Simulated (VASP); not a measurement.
Computed with PBE GGA, VASP's PBE PAW potentials (set 64) (plane waves; VASP).

A VASP calculation is set up with these files.

KPOINTS:
```
Automatic mesh
0
Gamma
17 17 17
0 0 0
```

### POSCAR
```
Rh
1.0
  0.0000000000   1.8571971536   1.8571971536
  1.8571971536   0.0000000000   1.8571971536
  1.8571971536   1.8571971536   0.0000000000
Rh
1
Cartesian
  0.0000000000   0.0000000000   0.0000000000
```

### INCAR
```
! general
SYSTEM  = Rh
PREC    = Accurate
ENCUT   = 500   ! plane-wave cut-off (eV)
LREAL   = .FALSE.
LASPH   = .TRUE.   ! aspherical one-centre terms

! electronic loop
EDIFF   = 1E-6   ! SCF stop (eV)
NELM    = 100
ALGO    = Normal   ! blocked Davidson
LMAXMIX = 4   ! l cut-off of mixed one-centre charges

! smearing
ISMEAR  = 1   ! Methfessel-Paxton
SIGMA   = 0.1

! functional
GGA     = PE   ! PBE

! ions
IBRION  = 2   ! conjugate gradients
NSW     = 40
ISIF    = 3   ! ions, shape and volume
EDIFFG  = -0.02
PSTRESS = 450

! output
LWAVE   = .FALSE.
LCHARG  = .FALSE.
```

POTCAR, in this order: Rh_pv (PBE.64 set). Program: vasp_std.

Output

**OUTCAR**
```
 ion  position               nearest neighbor table
   1  0.000  0.000  0.000-
  LATTYP: Found a face centered cubic cell.
 ALAT       =     3.7143943072
 Subroutine PRICEL returns:
 Original cell was already a primitive cell.
 Subroutine GETGRP returns: Found 48 space group operations
The static configuration has the point symmetry O_h .
The dynamic configuration has the point symmetry O_h .
 Subroutine INISYM returns: Found 48 space group operations
 Subroutine IBZKPT returns following result:
 Found    165 irreducible k-points:

 Following reciprocal coordinates:
            Coordinates               Weight
  0.000000  0.000000  0.000000      1.000000
  0.058824  0.000000  0.000000      8.000000
  0.117647  0.000000  0.000000      8.000000
  0.176471  0.000000  0.000000      8.000000
  0.235294  0.000000  0.000000      8.000000
  0.294118  0.000000  0.000000      8.000000
  0.352941  0.000000  0.000000      8.000000
  0.411765  0.000000  0.000000      8.000000
  0.470588  0.000000  0.000000      8.000000
  0.058824  0.058824  0.000000      6.000000
  0.117647  0.058824  0.000000     24.000000
  0.176471  0.058824  0.000000     24.000000
  0.235294  0.058824  0.000000     24.000000
  0.294118  0.058824  0.000000     24.000000
  0.352941  0.058824  0.000000     24.000000
  0.411765  0.058824  0.000000     24.000000
  0.470588  0.058824  0.000000     24.000000
 -0.470588  0.058824  0.000000     24.000000
 -0.411765  0.058824  0.000000     24.000000
 -0.352941  0.058824  0.000000     24.000000
 -0.294118  0.058824  0.000000     24.000000
 -0.235294  0.058824  0.000000     24.000000
 -0.176471  0.058824  0.000000     24.000000
 -0.117647  0.058824  0.000000     24.000000
 -0.058824  0.058824  0.000000     12.000000
...
```

**OSZICAR**
```
       N       E                     dE             d eps       ncg     rms          rms(c)
DAV:   1     0.111241457945E+03    0.11124E+03   -0.91858E+03  3657   0.144E+03
DAV:   2    -0.622643680087E+01   -0.11747E+03   -0.11242E+03  3711   0.383E+02
DAV:   3    -0.762613371801E+01   -0.13997E+01   -0.13934E+01  4188   0.477E+01
DAV:   4    -0.763417609997E+01   -0.80424E-02   -0.80416E-02  3957   0.374E+00
DAV:   5    -0.763429696075E+01   -0.12086E-03   -0.12086E-03  4212   0.425E-01    0.122E+01
DAV:   6    -0.718309792634E+01    0.45120E+00   -0.96054E-01  3792   0.150E+01    0.465E+00
DAV:   7    -0.715983990645E+01    0.23258E-01   -0.33845E-02  4119   0.251E+00    0.198E+00
DAV:   8    -0.715597801630E+01    0.38619E-02   -0.46266E-03  3768   0.111E+00    0.270E-01
DAV:   9    -0.715579462434E+01    0.18339E-03   -0.15399E-04  4284   0.207E-01    0.172E-02
DAV:  10    -0.715579796278E+01   -0.33384E-05   -0.31982E-06  3896   0.256E-02    0.278E-03
DAV:  11    -0.715579801449E+01   -0.51717E-07   -0.34677E-07  2163   0.903E-03
   1 F= -.35574269E+01 E0= -.35576230E+01  d E =-.355743E+01
       N       E                     dE             d eps       ncg     rms          rms(c)
DAV:   1    -0.142346359732E+02   -0.70788E+01   -0.12790E+02  3846   0.184E+02    0.382E+01
DAV:   2    -0.660016835977E+01    0.76345E+01   -0.14028E+01  3654   0.627E+01    0.549E+00
DAV:   3    -0.613295873363E+01    0.46721E+00   -0.11203E+00  3993   0.165E+01    0.516E+00
DAV:   4    -0.614911763599E+01   -0.16159E-01   -0.34434E-02  4035   0.283E+00    0.190E+00
DAV:   5    -0.615734801284E+01   -0.82304E-02   -0.86875E-03  4074   0.135E+00    0.175E-01
DAV:   6    -0.615698465003E+01    0.36336E-03   -0.30900E-04  4020   0.230E-01    0.473E-02
DAV:   7    -0.615696989914E+01    0.14751E-04   -0.17243E-05  4224   0.672E-02    0.214E-03
DAV:   8    -0.615697076478E+01   -0.86564E-06   -0.20840E-07  2526   0.745E-03
   2 F= -.31497987E+01 E0= -.31498448E+01  d E =0.407628E+00
       N       E                     dE             d eps       ncg     rms          rms(c)
DAV:   1    -0.127679674165E+02   -0.66110E+01   -0.98859E+01  3849   0.178E+02    0.170E+01
DAV:   2    -0.710909630919E+01    0.56589E+01   -0.13242E+01  3768   0.540E+01    0.924E+00
DAV:   3    -0.703783696799E+01    0.71259E-01   -0.40816E-01  4107   0.854E+00    0.469E+00
DAV:   4    -0.705673475652E+01   -0.18898E-01   -0.26803E-02  3987   0.231E+00    0.162E+00
DAV:   5    -0.706237225516E+01   -0.56375E-02   -0.51969E-03  4134   0.102E+00    0.208E-01
DAV:   6    -0.706214123030E+01    0.23102E-03   -0.18991E-04  3966   0.205E-01    0.231E-02
DAV:   7    -0.706214370137E+01   -0.24711E-05   -0.42202E-06  4152   0.299E-02    0.125E-02
DAV:   8    -0.706214151479E+01    0.21866E-05   -0.18187E-07  2253   0.759E-03    0.128E-03
DAV:   9    -0.706214136336E+01    0.15143E-06   -0.26398E-08  1971   0.243E-03
   3 F= -.35784288E+01 E0= -.35785958E+01  d E =-.210019E-01
       N       E                     dE             d eps       ncg     rms          rms(c)
DAV:   1    -0.705692651838E+01    0.52150E-02   -0.13784E-02  3855   0.200E+00    0.236E-01
DAV:   2    -0.705605051647E+01    0.87600E-03   -0.19278E-03  3780   0.685E-01    0.421E-02
DAV:   3    -0.705603787708E+01    0.12639E-04   -0.50278E-05  3999   0.102E-01    0.213E-02
DAV:   4    -0.705604557488E+01   -0.76978E-05   -0.74986E-06  3882   0.409E-02    0.179E-03
DAV:   5    -0.705604526679E+01    0.30809E-06   -0.14684E-07  2127   0.617E-03
   4 F= -.35785137E+01 E0= -.35786791E+01  d E =-.210868E-01
```

**OUTCAR**
```
------------------------ aborting loop because EDIFF is reached ----------------------------------------
  FORCE on cell =-STRESS in cart. coord.  units (eV):
  Direction    XX          YY          ZZ          XY          YZ          ZX
  --------------------------------------------------------------------------------------
  Total        3.4620914      3.4620914      3.4620914     -0.0000000     -0.0000000      0.0000000
  in kB      448.0020051    448.0020051    448.0020051     -0.0000000     -0.0000000      0.0000000
  external PRESSURE =      -1.9979949 kB  Pullay stress =     450.0000000 kB
  volume of cell :       12.38
      direct lattice vectors                 reciprocal lattice vectors
    -0.000000000  1.836170691  1.836170691    -0.272305839  0.272305839  0.272305839
     1.836170691  0.000000000  1.836170691     0.272305839 -0.272305839  0.272305839
     1.836170691  1.836170691 -0.000000000     0.272305839  0.272305839 -0.272305839
 POSITION                                       TOTAL-FORCE (eV/Angst)
 -----------------------------------------------------------------------------------
      1.83617      1.83617     -0.00000         0.000000      0.000000      0.000000
 -----------------------------------------------------------------------------------
    total drift:                               -0.000000     -0.000000     -0.000000
  FREE ENERGIE OF THE ION-ELECTRON SYSTEM (eV)
  ---------------------------------------------------
  free  energy   TOTEN  =        -7.0560452668 eV

  energy  without entropy=       -7.0565414624  energy(sigma->0) =       -7.05621067
  enthalpy is  TOTEN    =        -3.5785137087 eV   P V=        3.4775315580

 reached required accuracy - stopping structural energy minimisation
```
(Selected blocks of OUTCAR.)

**CONTCAR**
```
Rh
   1.00000000000000
    -0.0000000000000000    1.8361706911624283    1.8361706911624283
     1.8361706911624283    0.0000000000000000    1.8361706911624283
     1.8361706911624283    1.8361706911624283   -0.0000000000000000
  Rh
     1
Direct
     0.0000000000000000    0.0000000000000000    1.0000000000000000
```

Energy and stress use the plane-wave basis of the starting cell.

The compound is Rh in the fcc structure. This run relaxes it under an external pressure of 45 GPa. Symmetry was kept, so distortions that lower it aren't found.
